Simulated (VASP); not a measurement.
**Sc: equilibrium volume by level of theory**

It takes space group P6_3/mmc (No. 194, hexagonal). The conventional cell has a = 3.309 Å, b = 3.309 Å, c = 5.273 Å, α = 90.00°, β = 90.00°, γ = 120.00°. Sc (site symmetry -6m2) has 12 Sc at 3.26 to 3.31 Å as nearest neighbours.

```csv
rung,level,program and potentials,cutoff (eV),k mesh,smearing,equilibrium volume (Å³/atom),notes
LDA,LDA,"VASP, LDA PAW files Sc_sv, 600 eV",600,15 × 15 × 7,methfessel-paxton 0.1,22.58,-
GGA,PBE,"VASP, PBE PAW files Sc_sv, 300 eV",300,8 × 8 × 4,methfessel-paxton 0.1,24.39,-
GGA,PBE,"VASP, PBE PAW files Sc_sv, 600 eV",600,15 × 15 × 7,methfessel-paxton 0.1,24.64,-
GGA + dispersion,PBE+D3(BJ),"VASP, PBE PAW files Sc_sv, 600 eV",600,15 × 15 × 7,methfessel-paxton 0.1,23.50,-
GGA,PBEsol,"VASP, PBE PAW files Sc_sv, 600 eV",600,15 × 15 × 7,methfessel-paxton 0.1,23.64,potentials made for PBE
meta-GGA,r2SCAN,"VASP, PBE PAW files Sc_sv, 600 eV",600,15 × 15 × 7,methfessel-paxton 0.1,24.97,potentials made for PBE
```

Task: relaxation of cell and atoms. All rows: no spin polarisation. Smearing widths are in eV. For a metal such meshes aren't converged. Meshes differ between rows, which moves values too. Meshes are those of the run's cell of 2 atoms unless a note names another. Relaxations start from the cell shown or near it and stop with a little pressure left. Runs on faulty files, with rough fits or with known faults for this quantity aren't shown. No row holds spin-orbit coupling.

By rung: LDA 22.58; GGA 23.64 to 24.64; GGA + dispersion 23.50; meta-GGA 24.97 (Å³/atom).
